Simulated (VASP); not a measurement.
Input for VASP

**KPOINTS**
```
Automatic mesh
0
Gamma
6 6 4
0 0 0
```

### INCAR
```
SYSTEM = AlN
PREC = Accurate; ENCUT = 520; LREAL = .FALSE.
LASPH = .TRUE.
EDIFF = 1E-6; NELM = 100; ALGO = Normal
ISMEAR = 0; SIGMA = 0.05
GGA = PE
ISIF = 2
LWAVE = .FALSE.; LCHARG = .FALSE.
```

POSCAR:
```
AlN
1
    1.5861000000    -2.7472060000     0.0000000000
    1.5861000000     2.7472060000     0.0000000000
    0.0000000000     0.0000000000     5.0796000000
Al N
2 2
Direct
  0.6666670000   0.3333330000   0.5000000000
  0.3333330000   0.6666670000   0.0000000000
  0.6666670000   0.3333330000   0.8820000000
  0.3333330000   0.6666670000   0.3820000000
```

POTCAR, in this order: Al N (PBE.64 set). Program: vasp_std.

### Question
Translate this PBE calculation to Ansatz.

### Answer
One equivalent input (not run):
Ansatz 0.2 input:
```yaml
crystal:
  lattice:
    - [1.5861000, -2.7472060, 0.0000000]
    - [1.5861000, 2.7472060, 0.0000000]
    - [0.0000000, 0.0000000, 5.0796000]
  atoms:
    - { symbol: Al, position: [0.6666670, 0.3333330, 0.5000000] }
    - { symbol: Al, position: [0.3333330, 0.6666670, 0.0000000] }
    - { symbol: N, position: [0.6666670, 0.3333330, 0.8820000] }
    - { symbol: N, position: [0.3333330, 0.6666670, 0.3820000] }
kpoints:
  mp_grid: { grid: [6, 6, 4] }
hamiltonian:
  xc: pbe
  pseudopotentials: { kind: paw }
scf:
  occupations: { method: gaussian, width: 0.05 }
  max_iter: 100
output: { forces: true, stress: true, eigenvalues: true }
```
Limits of the translation: each code has its own PAW files, so the cut-off isn't converted (ENCUT is set for VASP's; basis.ecutwfc is left out, and Ansatz then takes the one that its files recommend); Ansatz stops its SCF on the density residual and VASP on the energy change (EDIFF).

The compound is AlN in the wurtzite structure. The cell was not relaxed at this level.
